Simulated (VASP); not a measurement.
Here is the system:

```yaml
crystal:
  lattice:
    - [2.20200, 1.27133, 14.34109]
    - [-2.20200, 1.27133, 14.34109]
    - [0.00000, -2.54265, 14.34109]
  atoms:
    - { symbol: Sn, position: [0.00000, 0.00000, 0.00000] }
    - { symbol: Bi, position: [0.57633, 0.57633, 0.57633] }
    - { symbol: Bi, position: [0.42367, 0.42367, 0.42367] }
    - { symbol: Te, position: [0.87062, 0.87062, 0.87062] }
    - { symbol: Te, position: [0.12938, 0.12938, 0.12938] }
    - { symbol: Te, position: [0.70955, 0.70955, 0.70955] }
    - { symbol: Te, position: [0.29045, 0.29045, 0.29045] }
```

All values below come from LDA (Ceperley-Alder, Perdew-Zunger), VASP's LDA PAW potentials (set 64) (plane waves; VASP). Run with 300 eV cut-off, 3×3×3 Γ-centred mesh, Fermi-Dirac smearing of 0.050 eV, potentials Sn_d Bi_d Te.

At this cut-off the stress carries a Pulay error, which pulls relaxed volumes low.

What does the run give for the energy per atom (σ→0), pressure?

```yaml
energy per atom (σ→0): -4.332 eV/atom
pressure: -1.79 GPa
```

The absolute energy has meaning only against runs of the same code, potentials and settings.

The structure comes from a computed database's Bi2SnTe4 entry; how it stands against other phases isn't given here. The cell was not relaxed at this level. The k-mesh is coarse (spacing up to 0.55 per Å, 2π included), so the numbers may not be converged in it.
